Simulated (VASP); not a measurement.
Level of theory: r2SCAN meta-GGA, VASP's PBE PAW potentials (set 64) (plane waves; VASP 6.6.1).

VASP input:

**POSCAR**
```
NaF
1.0
  0.0000000000   2.2859400601   2.2859400601
  2.1945024577   0.0000000000   2.2859400601
  2.1945024577   2.2859400601   0.0000000000
Na F
1 1
Direct
  0.0000000000   0.0000000000   0.0000000000
  0.5000000000   0.5000000000   0.5000000000
```

### KPOINTS
```
Automatic mesh
0
Gamma
10 10 10
0 0 0
```

INCAR:
```
SYSTEM=NaF
PREC=Accurate; ENCUT=600; LREAL=F
LASPH=T
EDIFF=1E-7; NELM=100; ALGO=Normal
LMIXTAU=T
ISMEAR=0; SIGMA=0.05
METAGGA=R2SCAN
ISIF=2
LWAVE=F; LCHARG=F
```

POTCAR, in this order: Na_pv F (PBE.64 set). Program: vasp_std.

**Question.** What does the run give for the energy per atom (σ→0), pressure, band gap (on the k-mesh)?

**Answer.** 
The energy per atom (σ→0) is -6.293 eV/atom and the band gap (on the k-mesh) comes out as 7.64 eV. The pressure comes out as 2.85 GPa.

File OSZICAR:
```
...
DAV:  17    -0.125859290317E+02   -0.48522E-05   -0.11198E-06  2331   0.147E-02    0.517E-03
DAV:  18    -0.125859316781E+02   -0.26464E-05   -0.28594E-07  2316   0.765E-03    0.321E-03
DAV:  19    -0.125859345944E+02   -0.29163E-05   -0.14240E-07  2427   0.445E-03    0.119E-03
DAV:  20    -0.125859358941E+02   -0.12997E-05   -0.83488E-09  1257   0.152E-03    0.409E-04
DAV:  21    -0.125859366143E+02   -0.72018E-06   -0.59379E-09  1179   0.118E-03    0.429E-05
DAV:  22    -0.125859367598E+02   -0.14549E-06   -0.17519E-09  1164   0.543E-04    0.965E-05
DAV:  23    -0.125859366695E+02    0.90313E-07   -0.20380E-10  1170   0.229E-04
   1 F= -.12585937E+02 E0= -.12585937E+02  d E =-.405550E-19
```

The compound is NaF in the rock salt structure. This cell was strained or had an atom moved on purpose.
